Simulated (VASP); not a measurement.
Given:

```xyz
3
Lattice="1.5846 -2.7447 0.0000 1.5846 2.7447 0.0000 0.0000 0.0000 3.5469" Properties=species:S:1:pos:R:3 pbc="T T T"
Zr     1.5846     2.7447     0.0000
B      1.5846     0.9149     1.7735
B      1.5846    -0.9149     1.7735
```

Computed with PBE GGA, VASP's PBE PAW potentials (set 64) (plane waves; VASP). Numerical set-up: 520 eV cut-off, 12×12×10 Γ-centred mesh, tetrahedra with Blöchl corrections, potentials Zr_sv B.

### Question
Predict the energy per atom (σ→0), band gap (on the k-mesh) with the smallest direct gap where there is one.

### Answer

| Quantity | Value |
|---|---|
| band gap (on the k-mesh) | none (metal, semimetal or under 0.01 eV) |
| energy per atom (σ→0) | -8.326 eV/atom |

The compound is ZrB2 in the AlB2 type structure. It was relaxed first.
